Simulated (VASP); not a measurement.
# HfSi2B4 (P6/mmm) in VASP: phonons with PBE

Aim: the phonons of HfSi2B4 with PBE.

Program: VASP 6.6.1. These are calculated values, not measurements. Logs are shortened: lines on timing, memory, paths and dates and some standing lists are left out, and cuts for length are marked.

### 1 Starting point

It takes space group P6/mmm (No. 191, hexagonal). The conventional cell has a = 3.040 Å, b = 3.040 Å, c = 9.713 Å, α = 90.00°, β = 90.00°, γ = 120.00°. Hf (site symmetry 6/mmm) is surrounded by 12 B at 2.52 Å. Si (site symmetry 6mm) has 6 B at 2.48 Å and 1 Si at 2.58 Å as nearest neighbours. B (site symmetry 3m) has 3 B at 1.76 Å as nearest neighbours.

The cell was built by a generator and needn't be a form met in nature.

### 2 Phonons, PBE

File POSCAR:

```
HfSi2B4
1.0
    3.0398670000      0.0000000000      0.0000000000
   -1.5199330000      2.6326020000      0.0000000000
    0.0000000000      0.0000000000      9.7133800000
Hf Si B
1 2 4
Direct
    0.0000000000      0.0000000000      0.0000000000
    0.0000000000      0.0000000000      0.6329080000
    0.0000000000      0.0000000000      0.3670920000
    0.6666670000      0.3333330000      0.1862320000
    0.3333330000      0.6666670000      0.1862320000
    0.3333330000      0.6666670000      0.8137680000
    0.6666670000      0.3333330000      0.8137680000
```

File INCAR.step1:

```
SYSTEM = HfSi2B4
  ALGO = Fast
  EDIFF = 1E-8
  EDIFFG = -0.002
  ENCUT = 520
  GGA = PE
  IBRION = 2
  ISIF = 3
  ISMEAR = 0
  KPAR = 4
  LASPH = .TRUE.
  LCHARG = .FALSE.
  LREAL = .FALSE.
  LWAVE = .FALSE.
  NELM = 80
  NSW = 40
  PREC = Accurate
  SIGMA = 0.1
```

File INCAR.step2:

```
SYSTEM = HfSi2B4
  ALGO = Fast
  EDIFF = 1E-8
  ENCUT = 520
  GGA = PE
  IBRION = 6
  ISIF = 2
  ISMEAR = 0
  KPAR = 4
  LASPH = .TRUE.
  LCHARG = .FALSE.
  LREAL = .FALSE.
  LWAVE = .FALSE.
  NELM = 80
  NFREE = 2
  NSW = 1
  POTIM = 0.015
  PREC = Accurate
  SIGMA = 0.1
```

File KPOINTS:

```
k-points
0
G
  12 12 4
  0 0 0
```

Potentials or basis: VASP PAW PBE potentials, release 64 (Hf_pv, Si, B).

The run is started by

```console
$ cat potpaw_PBE.64/Hf_pv/POTCAR potpaw_PBE.64/Si/POTCAR potpaw_PBE.64/B/POTCAR > POTCAR
$ cp INCAR.step1 INCAR
$ mpirun -np 4 vasp_std > vasp.out
$ cp CONTCAR POSCAR
$ cp INCAR.step2 INCAR
$ mpirun -np 4 vasp_std > vasp.out
```

OUTCAR:

```text
SYSTEM = HfSi2B4
   EDIFF = 1E-8
   ENCUT = 520
   GGA = PE
   IBRION = 6
   ISIF = 2
   ISMEAR = 0
   LASPH = .TRUE.
   LREAL = .FALSE.
   NELM = 80
   NFREE = 2
   NSW = 1
   POTIM = 0.015
   PREC = Accurate

 ion  position               nearest neighbor table
   1  0.000  0.000  0.000-   4 2.52   5 2.52   6 2.52   7 2.52   5 2.52   6 2.52   4 2.52   7 2.52
                             4 2.52   7 2.52   5 2.52   6 2.52
   2  0.000  0.000  0.633-   6 2.48   7 2.48   6 2.48   7 2.48   7 2.48   6 2.48   3 2.58
   3  0.000  0.000  0.367-   4 2.48   5 2.48   5 2.48   4 2.48   4 2.48   5 2.48   2 2.58
   4  0.667  0.333  0.186-   5 1.75   5 1.75   5 1.75   3 2.48   3 2.48   3 2.48   1 2.52   1 2.52
                             1 2.52
   5  0.333  0.667  0.186-   4 1.75   4 1.75   4 1.75   3 2.48   3 2.48   3 2.48   1 2.52   1 2.52
                             1 2.52
   6  0.333  0.667  0.814-   7 1.75   7 1.75   7 1.75   2 2.48   2 2.48   2 2.48   1 2.52   1 2.52
                             1 2.52
   7  0.667  0.333  0.814-   6 1.75   6 1.75   6 1.75   2 2.48   2 2.48   2 2.48   1 2.52   1 2.52
                             1 2.52

  LATTYP: Found a hexagonal cell.
 ALAT       =     3.0397233532
 C/A-ratio  =     3.1952191381

  Lattice vectors:

 A1 = (   3.0397233532,  -0.0000000000,   0.0000000000)
 A2 = (  -1.5198611767,   2.6324775983,   0.0000000000)
 A3 = (   0.0000000000,   0.0000000000,   9.7125822327)

Analysis of symmetry for initial positions (statically):
=====================================================================
 Subroutine PRICEL returns:
 Original cell was already a primitive cell.

 Routine SETGRP: Setting up the symmetry group for a
 hexagonal supercell.

 Subroutine GETGRP returns: Found 24 space group operations
 (whereof 24 operations were pure point group operations)
 out of a pool of 24 trial point group operations.

The static configuration has the point symmetry D_6h.

Analysis of symmetry for dynamics (positions and initial velocities):
=====================================================================
 Subroutine PRICEL returns:
 Original cell was already a primitive cell.

 Routine SETGRP: Setting up the symmetry group for a
 hexagonal supercell.

 Subroutine GETGRP returns: Found 24 space group operations
 (whereof 24 operations were pure point group operations)
 out of a pool of 24 trial point group operations.

The dynamic configuration has the point symmetry D_6h.

 Subroutine INISYM returns: Found 24 space group operations
 (whereof 24 operations are pure point group operations),
 and found     1 'primitive' translations

----------------------------------------------------------------------------------------

                                     Primitive cell

  volume of cell :      77.7201

  direct lattice vectors                    reciprocal lattice vectors
     3.039723353 -0.000000000  0.000000000     0.328977306  0.189935077  0.000000000
    -1.519861177  2.632477598  0.000000000     0.000000000  0.379870279  0.000000000
     0.000000000  0.000000000  9.712582233     0.000000000  0.000000000  0.102959231

  length of vectors
     3.039723353  3.039723063  9.712582233     0.379870243  0.379870279  0.102959231

  position of ions in fractional coordinates (direct lattice)
     0.000000000  0.000000000  0.000000000
     0.000000000  0.000000000  0.632966520
     0.000000000  0.000000000  0.367033480
     0.666667000  0.333333000  0.186170733
     0.333333000  0.666667000  0.186170733
     0.333333000  0.666667000  0.813829267
     0.666667000  0.333333000  0.813829267

  ion indices of the primitive-cell ions
   primitive index   ion index
                 1           1
                 2           2
                 3           3
                 4           4
                 5           5
                 6           6
                 7           7

----------------------------------------------------------------------------------------

 KPOINTS: k-points

Automatic generation of k-mesh.
 Grid dimensions read from file:
 generate k-points for:   12   12    4

 Generating k-lattice:

  Cartesian coordinates                     Fractional coordinates (reciprocal lattice)
[... 59 lines left out ...]
   NELM   =     80;   NELMIN=  2; NELMDL=  0     # of ELM steps
   EDIFF  = 0.1E-07   stopping-criterion for ELM
   LREAL  =      F    real-space projection
   EDIFFG = 0.1E-06   stopping-criterion for IOM
   NSW    =    121    number of steps for IOM
   IBRION =      6    ionic relax: 0-MD 1-quasi-New 2-CG
   NFREE  =      2    steps in history (QN), initial steepest desc. (CG)
   ISIF   =      2    stress and relaxation
   ISYM   =      2    0-nonsym 1-usesym 2-fastsym
   POTIM  = 0.0150    time-step for ionic-motion
   TEBEG  =    0.0;   TEEND  =   0.0 temperature during run
   PSTRESS=    0.0 pullay stress
   NELECT =      30.0000    total number of electrons
   NUPDOWN=      -1.0000    fix difference up-down
   EMIN   =  10.00;   EMAX   =-10.00  energy-range for DOS
   EFERMI =   0.00;   METHOD = LEGACY
   ISMEAR =     0;   SIGMA  =   0.10  broadening in eV -4-tet -1-fermi 0-gaus
   EFERMI_NEDOS =   21; number of points for ismear=-14 and -15
   IALGO  =     68    algorithm
   IMIX   =      4    mixing-type and parameters
     AMIX     =   0.40;   BMIX     =  1.00
     AMIX_MAG =   1.60;   BMIX_MAG =  1.00
  volume/ion in A,a.u.               =      11.10        74.93
  Fermi-wavevector in a.u.,A,eV,Ry     =   1.191985  2.252525 19.331540  1.420828
  Thomas-Fermi vector in A             =   2.328034
   LORBIT       =      0    0 simple, 1 ext, 2 COOP (PROOUT), +10 PAW based schemes
   GGA     = PE    functional components
   LHFCALC =     F    Hartree Fock is set to
   AEXX    =    0.0000 exact exchange contribution
   IVDW    =     0    specifies the selected vdW correction
   LEPSILON=     F    determine dielectric tensor
   LRPA    =     F    only Hartree local field effects (RPA)
 finite differences with symmetry
 non-spin polarized calculation
 RMM-DIIS sequential band-by-band and
 Gauss-broadening in eV      SIGMA  =   0.10
  energy-cutoff  :      520.00
  volume of cell :       77.72
 maximum number of plane-waves:      2125
 NGX is ok and might be reduce to    24
   NGX = 11   NGY = 11   NGZ = 37

--------------------------------------- Ionic step        1  -------------------------------------------

 number of electron      30.0000002 magnetization

 Free energy of the ion-electron system (eV)
  ---------------------------------------------------
  ext. energy  EPLUGINS =         0.00000000
  ---------------------------------------------------
  free energy    TOTEN  =       -47.35530890 eV

  energy without entropy =      -47.34661406  energy(sigma->0) =      -47.35096148

------------------------ aborting loop because EDIFF is reached ----------------------------------------

  FORCE on cell =-STRESS in cart. coord.  units (eV):
  Direction    XX          YY          ZZ          XY          YZ          ZX
  --------------------------------------------------------------------------------------
  -------------------------------------------------------------------------------------
  Total       -0.0008051     -0.0008051      0.0113470     -0.0000000      0.0000000     -0.0000000
  in kB       -0.0165967     -0.0165967      0.2339158     -0.0000000      0.0000000     -0.0000000
  external PRESSURE =       0.0669075 kB  Pullay stress =       0.0000000 kB
[... 104 lines left out ...]
  FREE ENERGIE OF THE ION-ELECTRON SYSTEM (eV)
  ---------------------------------------------------
  free  energy   TOTEN  =       -47.3541552998 eV

  energy  without entropy=      -47.3454637956  energy(sigma->0) =      -47.34980955

[... ionic steps 4 to 10 ...]

--------------------------------------- Ionic step       11  -------------------------------------------

 number of electron      30.0000002 magnetization

------------------------ aborting loop because EDIFF is reached ----------------------------------------
[... 77 lines left out ...]
--------------------------------------- Ionic step       13  -------------------------------------------

 number of electron      30.0000002 magnetization

 Free energy of the ion-electron system (eV)
  ---------------------------------------------------
  ext. energy  EPLUGINS =         0.00000000
  ---------------------------------------------------
  free energy    TOTEN  =       -47.35463298 eV

  energy without entropy =      -47.34590654  energy(sigma->0) =      -47.35026976

 E-fermi :   7.7871     XC(G=0): -11.5497

 val. band max:        7.7729126819   @ k =   0.1667   0.0833   0.0000
 cond. band min:       7.8060479693   @ k =   0.3333   0.3333   0.2500
 fundamental gap:      0.0331352874
 Fermi energy:         7.7871349031

 k-point     1 :       0.0000    0.0000    0.0000
  band No.  band energies     occupation
      1     -22.9165      2.00000
      2     -22.1476      2.00000
      3     -22.1476      2.00000
      4      -6.6898      2.00000
      5      -5.9480      2.00000
      6      -3.0097      2.00000
[... 505 lines left out ...]
      6      -0.6254      2.00000
[... 11 lines left out ...]
     18      10.6149      0.00000
     19      10.9824      0.00000

 [... further k-points ...]
[... 5 lines left out ...]
  --------------------------------------------------------------------------------------
  -------------------------------------------------------------------------------------
  Total        0.0484267      0.0484267      0.0658026      0.0000000      0.0000000      0.0000000
  in kB        0.9983017      0.9983016      1.3565003      0.0000002      0.0000000      0.0000000
  external PRESSURE =       1.1177012 kB  Pullay stress =       0.0000000 kB
[... 22 lines left out ...]
  FREE ENERGIE OF THE ION-ELECTRON SYSTEM (eV)
  ---------------------------------------------------
  free  energy   TOTEN  =       -47.3546329750 eV

  energy  without entropy=      -47.3459065446  energy(sigma->0) =      -47.35026976

 INTERNAL STRAIN TENSORS FROM DISPLACED ATOMS
 ============================================

 INTERNAL STRAIN TENSOR FOR ION    1 for displacements in x,y,z  (eV/Angst):
          X           Y           Z          XY          YZ          ZX
  --------------------------------------------------------------------------------
  x     0.00000     0.00000     0.00000     0.00000     0.00000     0.00000
  y     0.00000     0.00000     0.00000     0.00000     0.00000     0.00000
  z     0.00000     0.00000     0.00000     0.00000     0.00000     0.00000

 INTERNAL STRAIN TENSOR FOR ION    7 for displacements in x,y,z  (eV/Angst):
          X           Y           Z          XY          YZ          ZX
  --------------------------------------------------------------------------------
  x     0.00000    -0.00000     0.00000     2.99293     0.00000     5.37529
  y     2.99293    -2.99293     0.00000    -0.00000     5.37530     0.00000
  z     3.19494     3.19494     3.57905     0.00000    -0.00000    -0.00000

 Eigenvectors and eigenvalues of the dynamical matrix
 ----------------------------------------------------

   1 f  =   27.092872 THz   170.229538 2PiTHz  903.720947 cm-1   112.047067 meV
             X         Y         Z           dx          dy          dz
      0.000000  0.000000  0.000000    -0.000000    0.000000    0.000000
      0.000000  0.000000  6.147739     0.000000    0.000000   -0.000000
      0.000000  0.000000  3.564843     0.000000    0.000000   -0.000000
      1.519863  0.877492  1.808199    -0.369436   -0.336923   -0.000000
     -0.000001  1.754986  1.808199     0.369436    0.336923    0.000000
     -0.000001  1.754986  7.904384    -0.369436   -0.336923    0.000000
      1.519863  0.877492  7.904384     0.369436    0.336923    0.000000
[... 191 lines left out ...]
  21 f/i=    4.375686 THz    27.493245 2PiTHz  145.957167 cm-1    18.096374 meV
             X         Y         Z           dx          dy          dz
      0.000000  0.000000  0.000000     0.283643    0.258681   -0.000000
      0.000000  0.000000  6.147739    -0.466281   -0.425245   -0.000000
      0.000000  0.000000  3.564843    -0.466281   -0.425245   -0.000000
      1.519863  0.877492  1.808199     0.087525    0.079822   -0.000000
     -0.000001  1.754986  1.808199     0.087525    0.079822   -0.000000
     -0.000001  1.754986  7.904384     0.087525    0.079822   -0.000000
      1.519863  0.877492  7.904384     0.087525    0.079822   -0.000000

 ELASTIC MODULI CONTR FROM IONIC RELAXATION (kBar)
 Direction    XX          YY          ZZ          XY          YZ          ZX
 --------------------------------------------------------------------------------
 XX        -165.7971   -118.7395   -174.4917     -0.0000      0.0000      0.0000
 YY        -118.7395   -165.7971   -174.4917     -0.0000      0.0000     -0.0000
 ZZ        -174.4917   -174.4917   -719.3999     -0.0000      0.0000      0.0000
 XY          -0.0000     -0.0000     -0.0000    -23.5288      0.0000     -0.0000
 YZ           0.0000      0.0000      0.0000      0.0000   -700.6251     -0.0001
 ZX           0.0000     -0.0000      0.0000      0.0000     -0.0001   -700.6246
 --------------------------------------------------------------------------------
```

Run time: 9 min. Hardware: 4 MPI ranks of Intel Xeon Platinum 8259CL at 2.50GHz (Skylake/Cascade Lake), shared host; peak memory 0.77 GiB.

Results:

```yaml
Highest_phonon_frequency_at_Γ_LO-TO_splitting_left_out: 904 cm⁻¹
Most_unstable_mode: 146i cm⁻¹
```

Phonon frequencies in cm⁻¹ (negative: imaginary):
```tsv
q point	frequencies
(0.000, 0.000, 0.000)	-146 -146 -112 -112 0 0 0 200 256 291 291 299 299 351 392 416 439 889 889 904 904
```

Caveat: some modes are imaginary. The run has no spin-orbit coupling, so splittings on Hf are missing.
